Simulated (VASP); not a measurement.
All values below come from PBEsol GGA, VASP's PBE PAW potentials (set 64) (plane waves; VASP).

VASP ran on this input.

### INCAR
```
PREC=Accurate
LMAXMIX=6
ALGO=Normal   ! blocked Davidson
LCHARG=.TRUE.
EDIFF=1E-7   ! SCF stop (eV)
GGA=PS
NELM=100   ! most electronic steps
SYSTEM=W2N
ISMEAR=-5   ! tetrahedra, Bloechl
ISIF=2   ! forces and stress, cell fixed
LASPH=.TRUE.   ! aspherical one-centre terms
LWAVE=.FALSE.
ENCUT=520
LEFG=.TRUE.
LORBIT=11   ! lm-projected
NEDOS=601
LREAL=.FALSE.
```

### POSCAR
```
W2N
6.6948180
  0.9999999901   0.0000000000   0.0000000000
 -0.4999999950   0.8660254287   0.0000000000
  0.0000000000   0.0000000000   0.4205661726
W N
6 3
Cart
  0.2356650524   0.0000000000   0.0000000000
  0.8821674639   0.2040919300   0.4205661726
  0.3821674688   0.6619334986   0.0000000000
  0.5794318378   0.0000000000   0.2102830863
 -0.2897159189   0.5018027106   0.2102830863
  0.2102840762   0.3642227180   0.2102830863
  0.9999999901   0.0000000000   0.2102830863
 -0.0000005000   0.5773505744   0.0000000000
  0.5000004950   0.2886748542   0.0000000000
```

**KPOINTS**
```
Automatic mesh
0
Gamma
6 6 12
0 0 0
```

POTCAR, in this order: W_sv N (PBE.64 set). Program: vasp_std.

Output of the run:

OUTCAR:
```
 ion  position               nearest neighbor table
   1  0.236  0.000  0.000-   7 2.11   7 2.11   8 2.62   9 2.62   4 2.70   4 2.70   2 2.73   3 2.73
                             6 2.82   5 2.82   6 2.82   5 2.82
   2  0.000  0.236  0.000-   7 2.11   7 2.11   9 2.62   8 2.62   5 2.70   5 2.70   1 2.73   3 2.73
                             6 2.82   6 2.82   4 2.82   4 2.82
   3  0.764  0.764  0.000-   7 2.11   7 2.11   8 2.62   9 2.62   6 2.70   6 2.70   1 2.73   2 2.73
                             5 2.82   5 2.82   4 2.82   4 2.82
   4  0.579  0.000  0.500-   9 2.45   9 2.45   8 2.45   8 2.45   1 2.70   1 2.70   2 2.82   3 2.82
                             3 2.82   2 2.82   6 3.47   5 3.47   6 3.47   5 3.47
   5  0.000  0.579  0.500-   8 2.45   8 2.45   9 2.45   9 2.45   2 2.70   2 2.70   3 2.82   3 2.82
                             1 2.82   1 2.82   6 3.47   6 3.47   4 3.47   4 3.47
   6  0.421  0.421  0.500-   9 2.45   9 2.45   8 2.45   8 2.45   3 2.70   3 2.70   2 2.82   2 2.82
                             1 2.82   1 2.82   5 3.47   5 3.47   4 3.47   4 3.47
   7  0.000  0.000  0.500-   1 2.11   1 2.11   3 2.11   2 2.11   2 2.11   3 2.11
   8  0.333  0.667  0.000-   5 2.45   5 2.45   4 2.45   4 2.45   6 2.45   6 2.45   1 2.62   2 2.62
                             3 2.62
   9  0.667  0.333  0.000-   4 2.45   4 2.45   5 2.45   5 2.45   6 2.45   6 2.45   2 2.62   1 2.62
                             3 2.62
  LATTYP: Found a hexagonal cell.
 ALAT       =     6.6948179334
 C/A-ratio  =     0.4205661768
 Subroutine PRICEL returns:
 Original cell was already a primitive cell.
 Subroutine GETGRP returns: Found 12 space group operations
The static configuration has the point symmetry D_3h.
The dynamic configuration has the point symmetry D_3h.
 Subroutine INISYM returns: Found 12 space group operations
 Subroutine IBZKPT returns following result:
 Found     49 irreducible k-points:

 Following reciprocal coordinates:
            Coordinates               Weight
  0.000000  0.000000  0.000000      1.000000
  0.166667  0.000000  0.000000      6.000000
  0.333333  0.000000  0.000000      6.000000
  0.500000  0.000000  0.000000      3.000000
  0.166667  0.166667  0.000000      6.000000
  0.333333  0.166667  0.000000     12.000000
  0.333333  0.333333  0.000000      2.000000
  0.000000  0.000000  0.083333      2.000000
  0.166667  0.000000  0.083333     12.000000
  0.333333  0.000000  0.083333     12.000000
  0.500000  0.000000  0.083333      6.000000
  0.166667  0.166667  0.083333     12.000000
  0.333333  0.166667  0.083333     24.000000
  0.333333  0.333333  0.083333      4.000000
  0.000000  0.000000  0.166667      2.000000
  0.166667  0.000000  0.166667     12.000000
  0.333333  0.000000  0.166667     12.000000
  0.500000  0.000000  0.166667      6.000000
  0.166667  0.166667  0.166667     12.000000
  0.333333  0.166667  0.166667     24.000000
  0.333333  0.333333  0.166667      4.000000
  0.000000  0.000000  0.250000      2.000000
  0.166667  0.000000  0.250000     12.000000
  0.333333  0.000000  0.250000     12.000000
  0.500000  0.000000  0.250000      6.000000
  0.166667  0.166667  0.250000     12.000000
  0.333333  0.166667  0.250000     24.000000
  0.333333  0.333333  0.250000      4.000000
  0.000000  0.000000  0.333333      2.000000
  0.166667  0.000000  0.333333     12.000000
  0.333333  0.000000  0.333333     12.000000
  0.500000  0.000000  0.333333      6.000000
  0.166667  0.166667  0.333333     12.000000
  0.333333  0.166667  0.333333     24.000000
  0.333333  0.333333  0.333333      4.000000
  0.000000  0.000000  0.416667      2.000000
  0.166667  0.000000  0.416667     12.000000
  0.333333  0.000000  0.416667     12.000000
  0.500000  0.000000  0.416667      6.000000
  0.166667  0.166667  0.416667     12.000000
   k-points           NKPTS =     49   k-points in BZ     NKDIM =     49   number of bands    NBANDS=     59
   number of dos      NEDOS =    601   number of ions     NIONS =      9
   total plane-waves  NPLWV =  60000
...
```

**OSZICAR**
```
       N       E                     dE             d eps       ncg     rms          rms(c)
DAV:   1     0.138620015399E+04    0.13862E+04   -0.56051E+04  5798   0.197E+03
DAV:   2     0.132522061086E+02   -0.13729E+04   -0.13397E+04  5809   0.639E+02
DAV:   3    -0.104324418847E+03   -0.11758E+03   -0.11257E+03  6885   0.167E+02
DAV:   4    -0.110600631632E+03   -0.62762E+01   -0.60609E+01  7140   0.319E+01
DAV:   5    -0.110790395980E+03   -0.18976E+00   -0.18726E+00  7172   0.500E+00    0.598E+01
DAV:   6    -0.104938360850E+03    0.58520E+01   -0.48371E+01  7745   0.333E+01    0.264E+01
DAV:   7    -0.104355762600E+03    0.58260E+00   -0.22733E+01  7601   0.225E+01    0.127E+01
DAV:   8    -0.103292323282E+03    0.10634E+01   -0.73140E+00  7406   0.135E+01    0.381E+00
DAV:   9    -0.103192793019E+03    0.99530E-01   -0.78738E-01  7733   0.490E+00    0.744E-01
DAV:  10    -0.103191686992E+03    0.11060E-02   -0.67535E-02  6937   0.159E+00    0.468E-01
DAV:  11    -0.103190489423E+03    0.11976E-02   -0.13279E-02  7566   0.630E-01    0.221E-01
DAV:  12    -0.103190021709E+03    0.46771E-03   -0.22674E-03  7878   0.228E-01    0.490E-02
DAV:  13    -0.103190010970E+03    0.10739E-04   -0.34048E-04  6939   0.832E-02    0.206E-02
DAV:  14    -0.103190005511E+03    0.54592E-05   -0.23582E-05  6988   0.290E-02    0.985E-03
DAV:  15    -0.103190005667E+03   -0.15627E-06   -0.16263E-06  7065   0.663E-03    0.157E-03
DAV:  16    -0.103190005649E+03    0.18073E-07   -0.11924E-07  4348   0.225E-03
   1 F= -.10319001E+03 E0= -.10319001E+03  d E =0.000000E+00
```

**OUTCAR**
```
------------------------ aborting loop because EDIFF is reached ----------------------------------------
  FORCE on cell =-STRESS in cart. coord.  units (eV):
  Direction    XX          YY          ZZ          XY          YZ          ZX
  --------------------------------------------------------------------------------------
  Total        0.0807264      0.0807264     -0.0892874      0.0000000     -0.0000000      0.0000000
  in kB        1.1834363      1.1834363     -1.3089395      0.0000000     -0.0000000      0.0000000
  external PRESSURE =       0.3526444 kB  Pullay stress =       0.0000000 kB
  volume of cell :      109.29
      direct lattice vectors                 reciprocal lattice vectors
     6.694817933  0.000000000  0.000000000     0.149369260  0.086238379  0.000000000
    -3.347408967  5.797882628  0.000000000     0.000000000  0.172476758  0.000000000
     0.000000000  0.000000000  2.815613982     0.000000000  0.000000000  0.355162322
 POSITION                                       TOTAL-FORCE (eV/Angst)
 -----------------------------------------------------------------------------------
      1.57773      0.00000      0.00000        -0.044651      0.000000     -0.000000
     -0.78887      1.36636      0.00000         0.022325     -0.038669     -0.000000
      2.55854      4.43152      0.00000         0.022325      0.038669      0.000000
      3.87919      0.00000      1.40781         0.004376      0.000000     -0.000000
     -1.93960      3.35948      1.40781        -0.002188      0.003790     -0.000000
      1.40781      2.43840      1.40781        -0.002188     -0.003790     -0.000000
      0.00000      0.00000      1.40781         0.000000      0.000000     -0.000000
     -0.00000      3.86526      0.00000         0.000000      0.000000     -0.000000
      3.34741      1.93263      0.00000         0.000000      0.000000     -0.000000
 -----------------------------------------------------------------------------------
    total drift:                               -0.000001     -0.000000      0.000000
  FREE ENERGIE OF THE ION-ELECTRON SYSTEM (eV)
  ---------------------------------------------------
  free  energy   TOTEN  =      -103.1900056492 eV

  energy  without entropy=     -103.1900056492  energy(sigma->0) =     -103.19000565

 total charge

# of ion       s       p       d       tot
------------------------------------------
    1        2.383   6.356   3.562  12.301
    2        2.383   6.356   3.562  12.301
    3        2.383   6.356   3.562  12.301
    4        2.367   6.256   3.396  12.018
    5        2.367   6.256   3.396  12.018
    6        2.367   6.256   3.396  12.018
    7        1.248   2.498   0.000   3.746
    8        1.269   2.231   0.000   3.500
    9        1.269   2.231   0.000   3.500
--------------------------------------------------
tot         18.034  44.796  20.873  83.703

 Electric field gradients after diagonalization (V/A^2)
 (convention: |V_zz| > |V_xx| > |V_yy|)
----------------------------------------------------------------------
 ion       V_xx      V_yy      V_zz     asymmetry (V_yy - V_xx)/ V_zz
----------------------------------------------------------------------
   1    -171.232   -52.988   224.221       0.527
   2    -171.232   -52.990   224.223       0.527
   3    -171.232   -52.990   224.222       0.527
   4    -169.148   -66.155   235.303       0.438
   5    -169.151   -66.155   235.306       0.438
   6    -169.148   -66.155   235.303       0.438
   7      -1.295    -1.289     2.584       0.002
   8      18.659    18.658   -37.317       0.000
   9      18.659    18.658   -37.317       0.000
```
(Selected blocks of OUTCAR.)

File OUTCAR:
```
 val. band max:       11.7813456507   @ k =   0.1667   0.1667   0.1667

 cond. band min:      11.6804827976   @ k =   0.3333   0.3333   0.3333


 Fermi energy:        11.7714352601

 k-point     1 :       0.0000    0.0000    0.0000
  band No.  band energies     occupation
      1     -62.8111      2.00000
      2     -62.7930      2.00000
      3     -62.7929      2.00000
      4     -62.4082      2.00000
      5     -62.3725      2.00000
      6     -62.3724      2.00000
      7     -27.5834      2.00000
      8     -27.4285      2.00000
      9     -27.2270      2.00000
     10     -27.2269      2.00000
     11     -27.2139      2.00000
     12     -27.2138      2.00000
     13     -26.8571      2.00000
     14     -26.8571      2.00000
     15     -26.7776      2.00000
     16     -26.6528      2.00000
     17     -26.6527      2.00000
     18     -26.6061      2.00000
     19     -26.3612      2.00000
     20     -26.3138      2.00000
     21     -26.3137      2.00000
     22     -26.2833      2.00000
     23     -26.1939      2.00000
     24     -26.1939      2.00000
     25      -5.8111      2.00000
     26      -4.3868      2.00000
     27      -3.6042      2.00000
     28       3.2441      2.00000
     29       3.2441      2.00000
     30       4.0822      2.00000
     31       4.0822      2.00000
     32       5.1676      2.00000
     33       5.8265      2.00000
     34       5.9848      2.00000
     35       5.9848      2.00000
     36       6.2721      2.00000
     37       7.1909      2.00000
     38       7.1909      2.00000
     39       7.9317      2.00000
     40       7.9317      2.00000
     41       8.1440      2.00000
     42       9.7296      2.00000
     43      10.0059      2.00000
     44      10.5271      2.00000
     45      10.7196      2.00000
     46      10.7196      2.00000
     47      10.9632      2.00000
     48      10.9633      2.00000
     49      11.1791      2.00000
     50      11.1791      2.00000
     51      11.9423      0.12363
...
```

For a metal the tetrahedron method with Blöchl corrections gives inexact stress and forces. Unless said otherwise, spin-orbit coupling is left out, though it shifts the bands of the heavy elements here.

The structure was generated: W2N was put into the Fe2P type (P-62m), which need not be its known phase. It was relaxed first, which changed the volume by -5 %. The electron count is odd and the run is not spin-polarised, which forces a metal.
